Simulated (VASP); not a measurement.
Here is the system:

```xyz
6
Lattice="4.5865 0.0000 0.0000 0.0000 4.5865 0.0000 0.0000 0.0000 2.8444" Properties=species:S:1:pos:R:3 pbc="T T T"
V      0.0000     0.0000     0.0000
V      2.2933     2.2933     1.4222
O      1.3761     1.3761     0.0000
O      3.6693     0.9172     1.4222
O      0.9172     3.6693     1.4222
O      3.2105     3.2105     0.0000
```
Starting moments (μB, in the order of the record's atoms V V O O O O): 1.1 1.1 -0.1 -0.1 -0.1 -0.1.

All values below come from PBE GGA, VASP's PBE PAW potentials (set 64) (plane waves; VASP). Settings: 500 eV cut-off, 5×5×7 Γ-centred mesh, Gaussian smearing of 0.050 eV, potentials V_sv O.

**Question.** Predict the cell moment, energy per atom (σ→0), band gap (on the k-mesh) with the smallest direct gap where there is one.

**Answer.** 
| Quantity | Result |
|---|---|
| band gap (on the k-mesh) | none (metal, semimetal or under 0.01 eV) |
| cell moment | 2.00 μB |
| energy per atom (σ→0) | -835.5 kJ/mol-atom |

**Question.** Give the moment on each site (PAW-sphere projection).

**Answer.** 
| site | moment (μB) |
|---|---|
| V1 | 1.05 |
| V2 | 1.05 |
| O3 | -0.05 |
| O4 | -0.05 |
| O5 | -0.05 |
| O6 | -0.05 |

The absolute energy has meaning only against runs of the same code, potentials and settings.

The structure was generated: VO2 was put into the rutile type (P4_2/mnm), which need not be its known phase. It was relaxed first. The k-mesh is coarse (spacing up to 0.32 per Å, 2π included), so the numbers may not be converged in it.
